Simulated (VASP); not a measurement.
These are LDA (Ceperley-Alder, Perdew-Zunger), VASP's LDA PAW potentials (set 64) (plane waves; VASP) values and carry that method's errors.

The input files of a VASP run:

### INCAR
```
SYSTEM = CdF2
PREC = Accurate
ENCUT = 650
EDIFF = 1E-7
NELM = 100
ALGO = Normal
LREAL = .FALSE.
LASPH = .TRUE.
ISMEAR = 0
SIGMA = 0.05
LMAXMIX = 4
LWAVE = .FALSE.
LCHARG = .FALSE.
IBRION = 6
ISIF = 3
NFREE = 2
POTIM = 0.015
NSW = 1
```

### KPOINTS
```
Automatic mesh
0
Gamma
7 7 7
0 0 0
```

**POSCAR**
```
CdF2
1
    0.0000000000     2.6579661536     2.6579661536
    2.6579661536     0.0000000000     2.6579661536
    2.6579661536     2.6579661536     0.0000000000
Cd F
1 2
Direct
  0.0000000000   0.0000000000   0.0000000000
  0.2500000000   0.2500000000   0.2500000000
  0.7500000000   0.7500000000   0.7500000000
```

POTCAR, in this order: Cd F (LDA.64 set). Program: vasp_std.

The run wrote:

OSZICAR:
```
...
DAV:   5    -0.127420321561E+02    0.13396E-04   -0.32874E-05  3962   0.828E-02    0.365E-02
DAV:   6    -0.127420327432E+02   -0.58707E-06   -0.98089E-06  3544   0.354E-02    0.505E-03
DAV:   7    -0.127420325461E+02    0.19709E-06   -0.90315E-07  3561   0.125E-02    0.310E-03
DAV:   8    -0.127420325474E+02   -0.12847E-08   -0.13688E-07  1942   0.432E-03
   9 F= -.12742033E+02 E0= -.12742033E+02  d E =-.102941E-20
       N       E                     dE             d eps       ncg     rms          rms(c)
DAV:   1    -0.127720332620E+02   -0.30001E-01   -0.24584E+00  3451   0.145E+01    0.119E+00
DAV:   2    -0.127513205296E+02    0.20713E-01   -0.23942E-02  3678   0.200E+00    0.690E-01
DAV:   3    -0.127417035224E+02    0.96170E-02   -0.18781E-02  3619   0.163E+00    0.118E-01
DAV:   4    -0.127419717917E+02   -0.26827E-03   -0.21265E-03  3830   0.546E-01    0.727E-02
DAV:   5    -0.127420337330E+02   -0.61941E-04   -0.73142E-05  3917   0.100E-01    0.176E-02
DAV:   6    -0.127420620612E+02   -0.28328E-04   -0.14843E-05  3862   0.418E-02    0.452E-03
DAV:   7    -0.127420501754E+02    0.11886E-04   -0.76719E-07  4040   0.975E-03    0.212E-03
DAV:   8    -0.127420373270E+02    0.12848E-04   -0.18683E-07  2595   0.462E-03    0.477E-04
DAV:   9    -0.127420344151E+02    0.29119E-05   -0.39659E-08  1733   0.194E-03    0.399E-04
DAV:  10    -0.127420329121E+02    0.15029E-05   -0.35201E-09  1745   0.710E-04    0.537E-05
DAV:  11    -0.127420325454E+02    0.36673E-06   -0.60753E-10  1727   0.271E-04    0.455E-05
DAV:  12    -0.127420325240E+02    0.21440E-07   -0.80560E-11  1734   0.121E-04
  10 F= -.12742033E+02 E0= -.12742033E+02  d E =-.102721E-20
       N       E                     dE             d eps       ncg     rms          rms(c)
DAV:   1    -0.128191362525E+02   -0.77104E-01   -0.27485E+00  3426   0.155E+01    0.183E+00
DAV:   2    -0.127668590100E+02    0.52277E-01   -0.43439E-02  3502   0.270E+00    0.101E+00
DAV:   3    -0.127417208879E+02    0.25138E-01   -0.39050E-02  3569   0.226E+00    0.196E-01
DAV:   4    -0.127420454009E+02   -0.32451E-03   -0.37802E-03  3761   0.740E-01    0.128E-01
DAV:   5    -0.127420322628E+02    0.13138E-04   -0.30704E-05  3956   0.812E-02    0.408E-02
DAV:   6    -0.127420326498E+02   -0.38703E-06   -0.98151E-06  3599   0.366E-02    0.540E-03
DAV:   7    -0.127420324886E+02    0.16121E-06   -0.98609E-07  3474   0.128E-02    0.317E-03
DAV:   8    -0.127420324846E+02    0.39981E-08   -0.12601E-07  1829   0.450E-03
  11 F= -.12742032E+02 E0= -.12742032E+02  d E =-.102961E-20
       N       E                     dE             d eps       ncg     rms          rms(c)
DAV:   1    -0.127813524001E+02   -0.39320E-01   -0.23000E+00  3458   0.139E+01    0.120E+00
DAV:   2    -0.127570185594E+02    0.24334E-01   -0.23479E-02  3535   0.203E+00    0.689E-01
DAV:   3    -0.127421190464E+02    0.14900E-01   -0.18866E-02  3722   0.166E+00    0.119E-01
DAV:   4    -0.127421069184E+02    0.12128E-04   -0.21734E-03  3729   0.550E-01    0.758E-02
DAV:   5    -0.127420392481E+02    0.67670E-04   -0.72837E-05  3851   0.945E-02    0.175E-02
DAV:   6    -0.127420292793E+02    0.99687E-05   -0.15118E-05  3866   0.402E-02    0.418E-03
DAV:   7    -0.127420308961E+02   -0.16167E-05   -0.82247E-07  3957   0.106E-02    0.181E-03
DAV:   8    -0.127420320503E+02   -0.11542E-05   -0.16903E-07  2448   0.434E-03    0.462E-04
DAV:   9    -0.127420323265E+02   -0.27622E-06   -0.36764E-08  1748   0.186E-03    0.354E-04
DAV:  10    -0.127420324890E+02   -0.16255E-06   -0.33187E-09  1734   0.658E-04    0.514E-05
DAV:  11    -0.127420325339E+02   -0.44818E-07   -0.51811E-10  1730   0.228E-04
  12 F= -.12742033E+02 E0= -.12742033E+02  d E =-.102717E-20
       N       E                     dE             d eps       ncg     rms          rms(c)
DAV:   1    -0.128191103923E+02   -0.77078E-01   -0.28064E+00  3400   0.157E+01    0.183E+00
DAV:   2    -0.127668560161E+02    0.52254E-01   -0.43794E-02  3438   0.270E+00    0.101E+00
DAV:   3    -0.127417237892E+02    0.25132E-01   -0.38905E-02  3607   0.225E+00    0.195E-01
DAV:   4    -0.127420453143E+02   -0.32153E-03   -0.37497E-03  3706   0.735E-01    0.128E-01
DAV:   5    -0.127420324176E+02    0.12897E-04   -0.30437E-05  4042   0.792E-02    0.429E-02
DAV:   6    -0.127420326723E+02   -0.25472E-06   -0.10119E-05  3567   0.377E-02    0.517E-03
DAV:   7    -0.127420324963E+02    0.17604E-06   -0.12017E-06  3493   0.141E-02    0.329E-03
DAV:   8    -0.127420324959E+02    0.33151E-09   -0.12664E-07  1798   0.463E-03
  13 F= -.12742032E+02 E0= -.12742032E+02  d E =-.102936E-20
       N       E                     dE             d eps       ncg     rms          rms(c)
DAV:   1    -0.127582170929E+02   -0.16185E-01   -0.34492E+00  1360   0.155E+01    0.788E-01
DAV:   2    -0.127490081825E+02    0.92089E-02   -0.25580E-02  1402   0.184E+00    0.474E-01
DAV:   3    -0.127422849127E+02    0.67233E-02   -0.80070E-03  1420   0.110E+00    0.613E-02
DAV:   4    -0.127423237618E+02   -0.38849E-04   -0.13717E-03  1635   0.398E-01    0.171E-02
DAV:   5    -0.127422871666E+02    0.36595E-04   -0.23368E-05  1480   0.565E-02    0.665E-03
DAV:   6    -0.127422679895E+02    0.19177E-04   -0.43871E-06  1607   0.217E-02    0.136E-03
DAV:   7    -0.127422662227E+02    0.17668E-05   -0.51957E-07  1425   0.693E-03    0.860E-04
DAV:   8    -0.127422651818E+02    0.10409E-05   -0.16769E-08   723   0.151E-03    0.879E-05
DAV:   9    -0.127422651419E+02    0.39942E-07   -0.32816E-09   694   0.597E-04
  14 F= -.12742265E+02 E0= -.12742265E+02  d E =-.149682E-14
       N       E                     dE             d eps       ncg     rms          rms(c)
DAV:   1    -0.127403484682E+02    0.19167E-02   -0.72407E+00  1373   0.184E+01    0.293E-01
DAV:   2    -0.127423443049E+02   -0.19958E-02   -0.30463E-02  1532   0.149E+00    0.873E-02
DAV:   3    -0.127422816370E+02    0.62668E-04   -0.25334E-04  1576   0.137E-01    0.460E-02
DAV:   4    -0.127422646210E+02    0.17016E-04   -0.36908E-05  1525   0.627E-02    0.128E-02
DAV:   5    -0.127422651224E+02   -0.50136E-06   -0.26768E-06  1450   0.179E-02    0.480E-03
DAV:   6    -0.127422651205E+02    0.18908E-08   -0.16392E-07  1129   0.427E-03
  15 F= -.12742265E+02 E0= -.12742265E+02  d E =-.150176E-14
       N       E                     dE             d eps       ncg     rms          rms(c)
DAV:   1    -0.127389138065E+02    0.33513E-02   -0.39576E+00  2176   0.175E+01    0.201E-01
DAV:   2    -0.127425360962E+02   -0.36223E-02   -0.39148E-02  2379   0.190E+00    0.953E-02
DAV:   3    -0.127424364950E+02    0.99601E-04   -0.15356E-04  2613   0.160E-01    0.556E-02
DAV:   4    -0.127423888854E+02    0.47610E-04   -0.12015E-04  2458   0.131E-01    0.108E-02
DAV:   5    -0.127423913726E+02   -0.24872E-05   -0.24981E-05  2228   0.430E-02    0.678E-03
DAV:   6    -0.127423911560E+02    0.21659E-06   -0.33773E-07  2002   0.816E-03    0.267E-03
DAV:   7    -0.127423911240E+02    0.31997E-07   -0.26147E-07  1614   0.627E-03
  16 F= -.12742391E+02 E0= -.12742391E+02  d E =-.657181E-17
       N       E                     dE             d eps       ncg     rms          rms(c)
DAV:   1    -0.127383420907E+02    0.40491E-02   -0.44018E+00  2185   0.186E+01    0.265E-01
DAV:   2    -0.127426442571E+02   -0.43022E-02   -0.46822E-02  2417   0.195E+00    0.133E-01
DAV:   3    -0.127424370609E+02    0.20720E-03   -0.30968E-04  2586   0.229E-01    0.636E-02
DAV:   4    -0.127423893665E+02    0.47694E-04   -0.18468E-04  2362   0.152E-01    0.129E-02
DAV:   5    -0.127423916599E+02   -0.22934E-05   -0.28916E-05  2287   0.478E-02    0.922E-03
DAV:   6    -0.127423912820E+02    0.37785E-06   -0.58844E-07  2524   0.102E-02    0.365E-03
DAV:   7    -0.127423911207E+02    0.16132E-06   -0.56081E-07  2067   0.101E-02    0.518E-04
DAV:   8    -0.127423911315E+02   -0.10777E-07   -0.13018E-07  1210   0.329E-03
  17 F= -.12742391E+02 E0= -.12742391E+02  d E =-.655507E-17
```

File OUTCAR:
```
------------------------ aborting loop because EDIFF is reached ----------------------------------------
  FORCE on cell =-STRESS in cart. coord.  units (eV):
  Direction    XX          YY          ZZ          XY          YZ          ZX
  --------------------------------------------------------------------------------------
  Total       -0.0844178     -0.0857274     -0.0857274      0.0000000      0.0403589      0.0000000
  in kB       -3.6013566     -3.6572263     -3.6572263      0.0000000      1.7217557      0.0000000
  external PRESSURE =      -3.6386030 kB  Pullay stress =       0.0000000 kB
  volume of cell :       37.56
      direct lattice vectors                 reciprocal lattice vectors
     0.000000000  2.657966154  2.657966154    -0.188113757  0.188113757  0.188113757
     2.657966154  0.000000000  2.657966154     0.188113757 -0.188113757  0.188113757
     2.657966154  2.657966154  0.000000000     0.188113757  0.188113757 -0.188113757
 POSITION                                       TOTAL-FORCE (eV/Angst)
 -----------------------------------------------------------------------------------
      0.00000      0.00000      0.00000        -0.046587     -0.000000     -0.000000
      1.31398      1.32898      1.32898         0.076927      0.000000      0.000000
      3.98695      3.98695      3.98695        -0.030340     -0.000000     -0.000000
 -----------------------------------------------------------------------------------
    total drift:                               -0.000134      0.000000      0.000000
  FREE ENERGIE OF THE ION-ELECTRON SYSTEM (eV)
  ---------------------------------------------------
  free  energy   TOTEN  =       -12.7423911315 eV

  energy  without entropy=      -12.7423911315  energy(sigma->0) =      -12.74239113

   1 f  =    9.573817 THz    60.154065 2PiTHz  319.348151 cm-1    39.594107 meV
             X         Y         Z           dx          dy          dz
      0.000000  0.000000  0.000000     0.000000   -0.000000   -0.000000
      1.328983  1.328983  1.328983    -0.011168    0.707019    0.000000
      3.986949  3.986949  3.986949     0.011168   -0.707019    0.000000

   2 f  =    9.573817 THz    60.154065 2PiTHz  319.348151 cm-1    39.594107 meV
             X         Y         Z           dx          dy          dz
      0.000000  0.000000  0.000000     0.000000   -0.000000   -0.000000
      1.328983  1.328983  1.328983     0.000000   -0.000000   -0.707107
      3.986949  3.986949  3.986949    -0.000000    0.000000    0.707107

   3 f  =    9.573817 THz    60.154065 2PiTHz  319.348151 cm-1    39.594107 meV
             X         Y         Z           dx          dy          dz
      0.000000  0.000000  0.000000    -0.000000    0.000000    0.000000
      1.328983  1.328983  1.328983     0.707019    0.011168   -0.000000
      3.986949  3.986949  3.986949    -0.707019   -0.011168   -0.000000

   4 f  =    7.305642 THz    45.902703 2PiTHz  243.689987 cm-1    30.213694 meV
             X         Y         Z           dx          dy          dz
      0.000000  0.000000  0.000000    -0.167177   -0.466219    0.094219
      1.328983  1.328983  1.328983     0.202489    0.564696   -0.114121
      3.986949  3.986949  3.986949     0.202489    0.564696   -0.114121

   5 f  =    7.305642 THz    45.902703 2PiTHz  243.689987 cm-1    30.213694 meV
             X         Y         Z           dx          dy          dz
      0.000000  0.000000  0.000000     0.474999   -0.158441    0.058806
      1.328983  1.328983  1.328983    -0.575331    0.191907   -0.071227
      3.986949  3.986949  3.986949    -0.575331    0.191907   -0.071227

   6 f  =    7.305642 THz    45.902703 2PiTHz  243.689987 cm-1    30.213694 meV
             X         Y         Z           dx          dy          dz
      0.000000  0.000000  0.000000    -0.024770    0.108267    0.491783
      1.328983  1.328983  1.328983     0.030002   -0.131136   -0.595659
      3.986949  3.986949  3.986949     0.030002   -0.131136   -0.595659

   7 f/i=    0.013141 THz     0.082566 2PiTHz    0.438332 cm-1     0.054346 meV
             X         Y         Z           dx          dy          dz
      0.000000  0.000000  0.000000     0.289371    0.808708   -0.089830
      1.328983  1.328983  1.328983     0.119454    0.333839   -0.037082
      3.986949  3.986949  3.986949     0.119454    0.333839   -0.037082

   8 f/i=    0.013141 THz     0.082566 2PiTHz    0.438332 cm-1     0.054346 meV
             X         Y         Z           dx          dy          dz
      0.000000  0.000000  0.000000     0.063693    0.072537    0.858193
      1.328983  1.328983  1.328983     0.026293    0.029943    0.354267
      3.986949  3.986949  3.986949     0.026293    0.029943    0.354267

   9 f/i=    0.013141 THz     0.082566 2PiTHz    0.438332 cm-1     0.054346 meV
             X         Y         Z           dx          dy          dz
      0.000000  0.000000  0.000000     0.811185   -0.294182   -0.035339
      1.328983  1.328983  1.328983     0.334862   -0.121440   -0.014588
      3.986949  3.986949  3.986949     0.334862   -0.121440   -0.014588

 ELASTIC MODULI CONTR FROM IONIC RELAXATION (kBar)
 Direction    XX          YY          ZZ          XY          YZ          ZX
 --------------------------------------------------------------------------------
 XX          -0.0000     -0.0000     -0.0000     -0.0000     -0.0000      0.0000
 YY          -0.0000     -0.0000      0.0000      0.0000     -0.0000      0.0000
 ZZ          -0.0000      0.0000     -0.0000     -0.0000     -0.0000     -0.0000
 XY          -0.0000      0.0000     -0.0000    -86.5009     -0.0000     -0.0000
 YZ          -0.0000     -0.0000     -0.0000     -0.0000    -86.5009      0.0000
 ZX           0.0000      0.0000     -0.0000     -0.0000      0.0000    -86.5009
 --------------------------------------------------------------------------------

 TOTAL ELASTIC MODULI (kBar)
 Direction    XX          YY          ZZ          XY          YZ          ZX
 --------------------------------------------------------------------------------
 XX        2042.2684    888.7060    888.7060      0.0000     -0.0000      0.0000
 YY         888.7060   2042.2684    888.7060     -0.0000      0.0000      0.0000
 ZZ         888.7060    888.7060   2042.2684     -0.0000      0.0000     -0.0000
 XY           0.0000     -0.0000     -0.0000    270.4852     -0.0000     -0.0000
 YZ          -0.0000      0.0000      0.0000     -0.0000    270.4852      0.0000
 ZX           0.0000      0.0000     -0.0000     -0.0000      0.0000    270.4852
 --------------------------------------------------------------------------------
```
(Selected blocks of OUTCAR.)

The structure comes from a computed database's CdF2 entry (Fm-3m); how it stands against other phases isn't given here. It was relaxed first.
